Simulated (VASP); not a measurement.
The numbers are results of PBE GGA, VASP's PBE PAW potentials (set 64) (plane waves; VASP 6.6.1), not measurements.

Input for VASP

### POSCAR
```
ZrB2
1
    1.6167000000    -2.8002070000     0.0000000000
    1.6167000000     2.8002070000     0.0000000000
    0.0000000000     0.0000000000     3.6006000000
Zr B
1 2
Direct
  0.0000000000   0.0000000000   0.0000000000
  0.3333330000   0.6666670000   0.5000000000
  0.6666670000   0.3333330000   0.5000000000
```

KPOINTS:
```
Automatic mesh
0
Gamma
8 8 7
0 0 0
```

**INCAR**
```
ALGO  =  Normal
EDIFF  =  1E-6
ENCUT  =  520
GGA  =  PE
ISIF  =  2
ISMEAR  =  1
LASPH  =  .True.
LCHARG  =  .False.
LMAXMIX  =  4
LREAL  =  .False.
LWAVE  =  .False.
NELM  =  100
PREC  =  Accurate
SIGMA  =  0.1
SYSTEM  =  ZrB2
```

POTCAR, in this order: Zr_sv B (PBE.64 set). Program: vasp_std.

Output

### OSZICAR
```
       N       E                     dE             d eps       ncg     rms          rms(c)
DAV:   1     0.112215633945E+03    0.11222E+03   -0.98137E+03  1040   0.137E+03
DAV:   2    -0.216993847089E+02   -0.13392E+03   -0.12917E+03  1180   0.335E+02
DAV:   3    -0.274160644790E+02   -0.57167E+01   -0.56287E+01  1767   0.595E+01
DAV:   4    -0.275165280427E+02   -0.10046E+00   -0.10043E+00  1296   0.749E+00
DAV:   5    -0.275192930250E+02   -0.27650E-02   -0.27649E-02  1640   0.912E-01    0.191E+01
DAV:   6    -0.249377866721E+02    0.25815E+01   -0.79549E+00  1265   0.192E+01    0.752E+00
DAV:   7    -0.249133508024E+02    0.24436E-01   -0.80493E-01  1612   0.579E+00    0.278E+00
DAV:   8    -0.249127313135E+02    0.61949E-03   -0.74296E-02  1206   0.250E+00    0.723E-01
DAV:   9    -0.249108242910E+02    0.19070E-02   -0.12917E-02  1384   0.917E-01    0.131E-01
DAV:  10    -0.249108153058E+02    0.89851E-05   -0.78781E-04  1347   0.258E-01    0.369E-02
DAV:  11    -0.249108292747E+02   -0.13969E-04   -0.26434E-05  1410   0.623E-02    0.112E-02
DAV:  12    -0.249108294222E+02   -0.14746E-06   -0.16176E-06   942   0.139E-02
   1 F= -.24910829E+02 E0= -.24910691E+02  d E =-.416106E-03
```

File OUTCAR:
```
------------------------ aborting loop because EDIFF is reached ----------------------------------------
  FORCE on cell =-STRESS in cart. coord.  units (eV):
  Direction    XX          YY          ZZ          XY          YZ          ZX
  --------------------------------------------------------------------------------------
  Total       -2.5263150     -2.5263159     -2.1357619      0.0000000      0.0000000     -0.0000000
  in kB     -124.1576951   -124.1577359   -104.9636593      0.0000000      0.0000000     -0.0000000
  external PRESSURE =    -117.7596968 kB  Pullay stress =       0.0000000 kB
  volume of cell :       32.60
      direct lattice vectors                 reciprocal lattice vectors
     1.616700000 -2.800207000  0.000000000     0.309271974 -0.178558228  0.000000000
     1.616700000  2.800207000  0.000000000     0.309271974  0.178558228  0.000000000
     0.000000000  0.000000000  3.600600000     0.000000000  0.000000000  0.277731489
 POSITION                                       TOTAL-FORCE (eV/Angst)
 -----------------------------------------------------------------------------------
      0.00000      0.00000      0.00000        -0.000000     -0.000000     -0.000000
      1.61670      0.93340      1.80030         0.000000     -0.000000     -0.000000
      1.61670     -0.93340      1.80030        -0.000000      0.000000      0.000000
 -----------------------------------------------------------------------------------
    total drift:                               -0.000000     -0.000000      0.000000
  FREE ENERGIE OF THE ION-ELECTRON SYSTEM (eV)
  ---------------------------------------------------
  free  energy   TOTEN  =       -24.9108294222 eV

  energy  without entropy=      -24.9104133163  energy(sigma->0) =      -24.91069072
```
(Selected blocks of OUTCAR.)

The compound is ZrB2 in the AlB2 type structure. The cell was not relaxed at this level.
